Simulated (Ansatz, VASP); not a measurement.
One calculation of KNaICl, two programs

File INCAR:

```
ALGO = Normal
EDIFF = 1E-6
ENCUT = 520
GGA = CA
ISIF = 2
ISMEAR = 0
LASPH = True
LCHARG = True
LELF = True
LREAL = False
LVHAR = True
LWAVE = False
NBANDS = 23
NELM = 100
PREC = Accurate
SIGMA = 0.05
```

Contents of KPOINTS:

```
k-points
0
Gamma
  6 6 4
```

POSCAR

```
KNaICl
1.0
    4.0037590569      0.0000000000      0.0000000000
    0.0000000000      4.6371367171      0.0000000000
    0.0000000000      0.0000000000      6.4994237378
K Na I Cl
1 1 1 1
Direct
    0.5000000000      0.5000000000      0.5000000000
    0.0000000000      0.0000000000      0.0000000000
    0.5000000000      0.5000000000      0.0000000000
    0.0000000000      0.0000000000      0.5000000000
```

Input for Ansatz:

```yaml
crystal:
  lattice:
    - [4.0037590569, 0.0, 0.0]
    - [0.0, 4.6371367171, 0.0]
    - [0.0, 0.0, 6.4994237378]
  atoms:
    - { symbol: K, position: [0.5, 0.5, 0.5] }
    - { symbol: Na, position: [0.0, 0.0, 0.0] }
    - { symbol: I, position: [0.5, 0.5, 0.0] }
    - { symbol: Cl, position: [0.0, 0.0, 0.5] }
basis:
  ecutwfc: 520.0
kpoints:
  mp_grid: { grid: [6, 6, 4] }
hamiltonian:
  xc: lda
  pseudopotentials: { kind: paw }
scf:
  occupations: { method: gaussian, width: 0.05 }
output:
  forces: true
  stress: true
  eigenvalues: true
```

Change from the starting cell: strain +e along x and -e along y -0.0733, strain +e along z and -e/2 along x and y +0.0000.

Alike in both runs: task single point; functional LDA; k mesh 6 × 6 × 4; occupations gaussian, width 0.05 eV; no spin polarisation.

```csv
,VASP,Ansatz
version,VASP 6.6.1,Ansatz 0.2.0
potentials or method,"VASP PAW LDA potentials, release 64 (K_sv, Na_pv, I, Cl)","scalar-relativistic, plane waves, PAW"
plane-wave cutoff (eV),520,520
valence electrons in the cell,30,42
```

|  | VASP | Ansatz | Ansatz less VASP |
| --- | --- | --- | --- |
| gap on the k mesh at the Fermi level (eV) | 3.41 | 3.40 | -0.006 |
| least direct gap on the mesh (eV) | 3.42 | 3.42 | -0.006 |
| pressure (GPa) | 0.1 | 0.1 | -0.06 |
| largest component of the traceless stress (GPa) | 1.44 | 1.45 | +0.007 |

The two sets of potentials don't hold the same shells in valence.

Caveats: spin-orbit coupling is left out, which moves the levels of the heavy elements. A k mesh can miss the band edges.
